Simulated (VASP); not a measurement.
These are PBE GGA, VASP's PBE PAW potentials (set 64) (plane waves; VASP) values and carry that method's errors.

A VASP calculation is set up with these files.

**INCAR**
```
# general
SYSTEM   =  CuAu
PREC     =  Accurate
ENCUT    =  500
LREAL    =  F
LASPH    =  T

# electronic loop
EDIFF    =  1E-6
NELM     =  100
ALGO     =  Normal
LMAXMIX  =  6

# smearing
ISMEAR   =  1
SIGMA    =  0.1

# functional
GGA      =  PE

# ions
IBRION   =  2
NSW      =  40
ISIF     =  3
EDIFFG   =  -0.02
PSTRESS  =  50

# output
LWAVE    =  F
LCHARG   =  F
```

### KPOINTS
```
Automatic
0
G
 13 13 10
```

### POSCAR
```
CuAu
1.0
  2.8324113451   0.0000000000   0.0000000000
  0.0000000000   2.8324113451   0.0000000000
  0.0000000000   0.0000000000   3.7416540227
Cu Au
1 1
Cartesian
  0.0000000000   0.0000000000   0.0000000000
  1.4162056726   1.4162056726   1.8708270114
```

POTCAR, in this order: Cu Au (PBE.64 set). Program: vasp_std.

What VASP printed:

File OSZICAR:
```
       N       E                     dE             d eps       ncg     rms          rms(c)
DAV:   1     0.129732558921E+03    0.12973E+03   -0.11140E+04  5183   0.201E+03
DAV:   2    -0.352937114899E+01   -0.13326E+03   -0.12676E+03  5194   0.327E+02
DAV:   3    -0.798116474293E+01   -0.44518E+01   -0.43812E+01  6182   0.710E+01
DAV:   4    -0.802737963541E+01   -0.46215E-01   -0.46203E-01  5770   0.614E+00
DAV:   5    -0.802883915475E+01   -0.14595E-02   -0.14595E-02  7539   0.121E+00    0.109E+01
DAV:   6    -0.752828665518E+01    0.50055E+00   -0.87986E+00  5197   0.851E+01    0.546E+00
DAV:   7    -0.711472774070E+01    0.41356E+00   -0.31849E+00  6246   0.898E+01    0.536E+00
DAV:   8    -0.706957637530E+01    0.45151E-01   -0.24540E-01  7136   0.122E+01    0.265E+00
DAV:   9    -0.706293633435E+01    0.66400E-02   -0.20979E-02  7852   0.351E+00    0.116E-01
DAV:  10    -0.706264058792E+01    0.29575E-03   -0.27224E-03  7442   0.723E-01    0.807E-02
DAV:  11    -0.706264732930E+01   -0.67414E-05   -0.11529E-04  7624   0.273E-01    0.499E-02
DAV:  12    -0.706263785501E+01    0.94743E-05   -0.25184E-05  6757   0.178E-01    0.273E-03
DAV:  13    -0.706263774341E+01    0.11160E-06   -0.73687E-07  3424   0.850E-03
   1 F= -.61258619E+01 E0= -.61259107E+01  d E =-.612586E+01
       N       E                     dE             d eps       ncg     rms          rms(c)
DAV:   1    -0.881348152125E+01   -0.17508E+01   -0.26303E+01  5128   0.104E+02    0.113E+01
DAV:   2    -0.814334530279E+01    0.67014E+00   -0.20007E+01  5120   0.133E+02    0.665E+00
DAV:   3    -0.700064846250E+01    0.11427E+01   -0.48904E+00  6283   0.119E+02    0.225E+00
DAV:   4    -0.700544691289E+01   -0.47985E-02   -0.25325E-01  5455   0.488E+00    0.153E+00
DAV:   5    -0.699670164517E+01    0.87453E-02   -0.74431E-02  7358   0.875E+00    0.410E-01
DAV:   6    -0.699405458225E+01    0.26471E-02   -0.26974E-02  6385   0.596E+00    0.152E-01
DAV:   7    -0.699384608592E+01    0.20850E-03   -0.40389E-03  5906   0.224E+00    0.839E-02
DAV:   8    -0.699377261043E+01    0.73475E-04   -0.43357E-04  6331   0.706E-01    0.128E-02
DAV:   9    -0.699377249703E+01    0.11340E-06   -0.28519E-05  8053   0.125E-01    0.709E-03
DAV:  10    -0.699377202065E+01    0.47638E-06   -0.10547E-06  3045   0.327E-02
   2 F= -.61201031E+01 E0= -.61200998E+01  d E =0.575875E-02
       N       E                     dE             d eps       ncg     rms          rms(c)
DAV:   1    -0.752757120761E+01   -0.53380E+00   -0.78111E+00  5160   0.608E+01    0.507E+00
DAV:   2    -0.718900601027E+01    0.33857E+00   -0.29436E+00  5070   0.572E+01    0.252E+00
DAV:   3    -0.708961515814E+01    0.99391E-01   -0.14195E+00  5434   0.365E+01    0.235E+00
DAV:   4    -0.705614454006E+01    0.33471E-01   -0.79921E-02  6423   0.111E+01    0.124E+00
DAV:   5    -0.704999813659E+01    0.61464E-02   -0.42428E-02  7022   0.716E+00    0.398E-01
DAV:   6    -0.704884399366E+01    0.11541E-02   -0.66379E-03  7713   0.243E+00    0.444E-02
DAV:   7    -0.704883914091E+01    0.48528E-05   -0.24228E-04  7750   0.331E-01    0.116E-02
DAV:   8    -0.704883787218E+01    0.12687E-05   -0.10492E-05  7867   0.520E-02    0.295E-03
DAV:   9    -0.704883780154E+01    0.70645E-07   -0.18006E-06  2949   0.477E-02
   3 F= -.61419024E+01 E0= -.61419344E+01  d E =-.160406E-01
       N       E                     dE             d eps       ncg     rms          rms(c)
DAV:   1    -0.704830054974E+01    0.53732E-03   -0.48398E-03  5211   0.146E+00    0.134E-01
DAV:   2    -0.704811431500E+01    0.18623E-03   -0.24328E-03  5069   0.154E+00    0.745E-02
DAV:   3    -0.704800653118E+01    0.10778E-03   -0.10064E-03  5434   0.114E+00    0.499E-02
DAV:   4    -0.704799293578E+01    0.13595E-04   -0.47757E-05  6959   0.215E-01    0.260E-02
DAV:   5    -0.704799095091E+01    0.19849E-05   -0.13021E-05  6992   0.109E-01    0.650E-03
DAV:   6    -0.704799047050E+01    0.48042E-06   -0.12463E-06  2667   0.336E-02
   4 F= -.61419042E+01 E0= -.61419341E+01  d E =-.160423E-01
```

File OUTCAR:
```
------------------------ aborting loop because EDIFF is reached ----------------------------------------
  FORCE on cell =-STRESS in cart. coord.  units (eV):
  Direction    XX          YY          ZZ          XY          YZ          ZX
  --------------------------------------------------------------------------------------
  Total        0.9180410      0.9180410      0.8964004      0.0000000      0.0000000     -0.0000000
  in kB       50.6596906     50.6596906     49.4655138      0.0000000      0.0000000     -0.0000000
  external PRESSURE =       0.2616317 kB  Pullay stress =      50.0000000 kB
  volume of cell :       29.03
      direct lattice vectors                 reciprocal lattice vectors
     2.800944843  0.000000000 -0.000000000     0.357022382  0.000000000  0.000000000
     0.000000000  2.800944843 -0.000000000    -0.000000000  0.357022382 -0.000000000
     0.000000000  0.000000000  3.700845954     0.000000000  0.000000000  0.270208491
 POSITION                                       TOTAL-FORCE (eV/Angst)
 -----------------------------------------------------------------------------------
      0.00000      0.00000      0.00000         0.000000      0.000000      0.000000
      1.40047      1.40047      1.85042         0.000000     -0.000000      0.000000
 -----------------------------------------------------------------------------------
    total drift:                                0.000000      0.000000     -0.000000
  FREE ENERGIE OF THE ION-ELECTRON SYSTEM (eV)
  ---------------------------------------------------
  free  energy   TOTEN  =        -7.0479904705 eV

  energy  without entropy=       -7.0480800393  energy(sigma->0) =       -7.04802033
  enthalpy is  TOTEN    =        -6.1419042133 eV   P V=        0.9060862572

 reached required accuracy - stopping structural energy minimisation
```
(Selected blocks of OUTCAR.)

File CONTCAR:
```
CuAu
   1.00000000000000
     2.8009448430638333    0.0000000000000000   -0.0000000000000000
     0.0000000000000000    2.8009448430638333   -0.0000000000000000
     0.0000000000000000    0.0000000000000000    3.7008459539179550
  Cu              Au
     1     1
Direct
     0.0000000000000000    0.0000000000000000    0.0000000000000000
     0.5000000000000000    0.5000000000000000    0.5000000000000000
```

Energy and stress use the plane-wave basis of the starting cell.

The compound is CuAu in the L1_0 structure. This run relaxes it under an external pressure of 5 GPa. Symmetry was kept, so distortions that lower it aren't found.
